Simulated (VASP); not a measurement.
Here is a VASP 6.6.1 calculation.

Contents of POSCAR:

```
YNb
1.0
    3.6114100000      0.0000000000      0.0000000000
    0.0000000000      3.6114100000      0.0000000000
    0.0000000000      0.0000000000      3.6114100000
Y Nb
1 1
Direct
    0.0000000000      0.0000000000      0.0000000000
    0.5000000000      0.5000000000      0.5000000000
```

File INCAR.step1:

```
PREC = Accurate ; ENCUT = 520
EDIFF = 1E-6 ; ISMEAR = -1
SIGMA = 0.05 ; LREAL = False
LASPH = True ; NELM = 100
ALGO = Normal ; ISIF = 2
LWAVE = False ; LCHARG = True
LMAXMIX = 4 ; GGA = PE
```

The input KPOINTS.step1:

```
regular mesh
0
Gamma
  7 7 7
```

File INCAR.step2:

```
PREC = Accurate ; ENCUT = 520
EDIFF = 1E-6 ; ISMEAR = 0
SIGMA = 0.05 ; LREAL = False
LASPH = True ; NELM = 100
ALGO = Normal ; ISIF = 2
LWAVE = False ; LCHARG = False
LMAXMIX = 4 ; GGA = PE
ICHARG = 11
```

File KPOINTS.step2:

```
path GXMGRX,MR
10
line-mode
reciprocal
 0.0000000000  0.0000000000  0.0000000000  G
 0.0000000000  0.5000000000  0.0000000000  X

 0.0000000000  0.5000000000  0.0000000000  X
 0.5000000000  0.5000000000  0.0000000000  M

 0.5000000000  0.5000000000  0.0000000000  M
 0.0000000000  0.0000000000  0.0000000000  G

 0.0000000000  0.0000000000  0.0000000000  G
 0.5000000000  0.5000000000  0.5000000000  R

 0.5000000000  0.5000000000  0.5000000000  R
 0.0000000000  0.5000000000  0.0000000000  X

 0.5000000000  0.5000000000  0.0000000000  M
 0.5000000000  0.5000000000  0.5000000000  R
```

Potentials or basis: VASP PAW PBE potentials, release 64 (Y_sv, Nb_sv).

Command:

```bash
$ cat potpaw_PBE.64/Y_sv/POTCAR potpaw_PBE.64/Nb_sv/POTCAR > POTCAR
$ cp INCAR.step1 INCAR
$ cp KPOINTS.step1 KPOINTS
$ mpirun -np 1 vasp_std > vasp.out
$ cp INCAR.step2 INCAR
$ cp KPOINTS.step2 KPOINTS
$ mpirun -np 1 vasp_std > vasp.out
```

Q: Estimate the band gap along the path.

A: None (metal or under the smearing width).

Levels at the corners of the path, in eV from the Fermi level:
| point | band 10 | band 11 | band 12 | band 13 | band 14 | band 15 |
| --- | --- | --- | --- | --- | --- | --- |
| Γ | -2.42 | -2.42 | 0.89 | 0.89 | 0.89 | 3.82 |
| X | -1.94 | -0.88 | 0.68 | 0.68 | 0.78 | 1.67 |
| X | -1.94 | -0.88 | 0.68 | 0.68 | 0.78 | 1.67 |
| M | -2.52 | -0.66 | -0.66 | 1.82 | 1.82 | 2.71 |
| M | -2.52 | -0.66 | -0.66 | 1.82 | 1.82 | 2.71 |
| Γ | -2.42 | -2.42 | 0.89 | 0.89 | 0.89 | 3.82 |
| Γ | -2.42 | -2.42 | 0.89 | 0.89 | 0.89 | 3.82 |
| R | -0.63 | -0.63 | -0.14 | -0.14 | -0.14 | 2.80 |
| R | -0.63 | -0.63 | -0.14 | -0.14 | -0.14 | 2.80 |
| X | -1.94 | -0.88 | 0.68 | 0.68 | 0.78 | 1.67 |
| M | -2.52 | -0.66 | -0.66 | 1.82 | 1.82 | 2.71 |
| R | -0.63 | -0.63 | -0.14 | -0.14 | -0.14 | 2.80 |

Caveat: the log is that of the step along the path at fixed density, whose energy, stress, charges and moments have no meaning.
